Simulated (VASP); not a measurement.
Data:

```xyz
1
Lattice="-1.5734 1.5734 1.5734 1.5734 -1.5734 1.5734 1.5734 1.5734 -1.5734" Properties=species:S:1:pos:R:3 pbc="T T T"
Mo     0.0000     0.0000     0.0000
```

The numbers are results of optB86b-vdW, VASP's PBE PAW potentials (set 64) (plane waves; VASP 6.6.1), not measurements. Numerical set-up: 520 eV cut-off, 16×16×16 Γ-centred mesh, first-order Methfessel-Paxton smearing of 0.10 eV, potentials Mo_sv.

Question: Give the energy at these volumes per atom, relative to the lowest: 14.67, 15.14, 15.60, 16.07, 16.54 Å³.

Answer: 50.4, 11.3, 0.0, 12.5, 45.2 meV/atom. A third-order Birch-Murnaghan fit gives B0 = 272 GPa and B0′ = 4.2.

Measured: bulk modulus 265 GPa at 0 K (computed value off by +2.8 %), as given by Vázquez-Parga, Fernández-Martínez, Viñes, J. Chem. Theory Comput. (2023), doi:10.1021/acs.jctc.3c00612, Supporting … [zero-point energy and finite temperature contributions removed]; a 3.141 Å at 0 K (computed value off by +0.2 %), as given by Daniel Mejia-Rodriguez et al., Physical Review B (2018), arXiv:1807.09216 [static lattice: zero-point anharmonic expansion removed].

The compound is Mo in the bcc structure. It was relaxed first.
